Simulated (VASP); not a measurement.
Computed with PBE GGA, VASP's PBE PAW potentials (set 64) (plane waves; VASP).

Input for VASP

### POSCAR
```
Al3Sc
1
    4.1820000000     0.0000000000     0.0000000000
    0.0000000000     4.1820000000     0.0000000000
    0.0000000000     0.0000000000     4.1820000000
Sc Al
1 3
Direct
  0.0000000000   0.0000000000   0.0000000000
  0.0000000000   0.5000000000   0.5000000000
  0.5000000000   0.0000000000   0.5000000000
  0.5000000000   0.5000000000   0.0000000000
```

**INCAR**
```
SYSTEM = Al3Sc
PREC = Accurate
ENCUT = 400
EDIFF = 1E-6
NELM = 100
ALGO = Normal
LREAL = .FALSE.
LASPH = .TRUE.
ISMEAR = 1
SIGMA = 0.1
GGA = PE
LMAXMIX = 4
LWAVE = .FALSE.
LCHARG = .FALSE.
ISIF = 2
```

**KPOINTS**
```
kpoints
0
Monkhorst Pack
2 2 2
0 0 0
```

POTCAR, in this order: Sc_sv Al (PBE.64 set). Program: vasp_std.

The run wrote:

OSZICAR:
```
       N       E                     dE             d eps       ncg     rms          rms(c)
DAV:   1     0.101255163652E+03    0.10126E+03   -0.75187E+03    28   0.106E+03
DAV:   2    -0.154223361610E+02   -0.11668E+03   -0.11594E+03    28   0.329E+02
DAV:   3    -0.210548967799E+02   -0.56326E+01   -0.56105E+01    40   0.611E+01
DAV:   4    -0.211817610790E+02   -0.12686E+00   -0.12656E+00    34   0.111E+01
DAV:   5    -0.211900313843E+02   -0.82703E-02   -0.82700E-02    48   0.270E+00    0.827E+00
DAV:   6    -0.202105948239E+02    0.97944E+00   -0.46566E+00    48   0.246E+01    0.276E+00
DAV:   7    -0.201453821874E+02    0.65213E-01   -0.64774E-02    28   0.226E+00    0.149E+00
DAV:   8    -0.201186022242E+02    0.26780E-01   -0.53807E-02    40   0.191E+00    0.241E-01
DAV:   9    -0.201184541835E+02    0.14804E-03   -0.59028E-03    34   0.897E-01    0.129E-01
DAV:  10    -0.201183092095E+02    0.14497E-03   -0.12191E-03    40   0.412E-01    0.668E-02
DAV:  11    -0.201183427171E+02   -0.33508E-04   -0.33377E-04    40   0.190E-01    0.616E-02
DAV:  12    -0.201183118622E+02    0.30855E-04   -0.18314E-04    40   0.154E-01    0.146E-02
DAV:  13    -0.201183122167E+02   -0.35451E-06   -0.77365E-06    42   0.217E-02
   1 F= -.20118312E+02 E0= -.20122177E+02  d E =0.115958E-01
```

File OUTCAR:
```
------------------------ aborting loop because EDIFF is reached ----------------------------------------
  FORCE on cell =-STRESS in cart. coord.  units (eV):
  Direction    XX          YY          ZZ          XY          YZ          ZX
  --------------------------------------------------------------------------------------
  Total       -2.4828851     -2.4828851     -2.4828851      0.0000000     -0.0000000     -0.0000000
  in kB      -54.3895074    -54.3895074    -54.3895074      0.0000000     -0.0000000     -0.0000000
  external PRESSURE =     -54.3895074 kB  Pullay stress =       0.0000000 kB
  volume of cell :       73.14
      direct lattice vectors                 reciprocal lattice vectors
     4.182000000  0.000000000  0.000000000     0.239120038  0.000000000  0.000000000
     0.000000000  4.182000000  0.000000000     0.000000000  0.239120038  0.000000000
     0.000000000  0.000000000  4.182000000     0.000000000  0.000000000  0.239120038
 POSITION                                       TOTAL-FORCE (eV/Angst)
 -----------------------------------------------------------------------------------
      0.00000      0.00000      0.00000         0.000000      0.000000      0.000000
      0.00000      2.09100      2.09100         0.000000      0.000000      0.000000
      2.09100      0.00000      2.09100         0.000000      0.000000      0.000000
      2.09100      2.09100      0.00000         0.000000      0.000000      0.000000
 -----------------------------------------------------------------------------------
    total drift:                               -0.000000     -0.000000     -0.000000
  FREE ENERGIE OF THE ION-ELECTRON SYSTEM (eV)
  ---------------------------------------------------
  free  energy   TOTEN  =       -20.1183122167 eV

  energy  without entropy=      -20.1299080274  energy(sigma->0) =      -20.12217749
```
(Selected blocks of OUTCAR.)

The compound is Al3Sc in the L1_2 structure. The cell was not relaxed at this level. The k-mesh is coarse (spacing up to 0.75 per Å, 2π included), so the numbers may not be converged in it. The run is one of a series of settings (KPOINTS 2×2×2 Monkhorst-Pack mesh against the base run), some of them coarse on purpose.
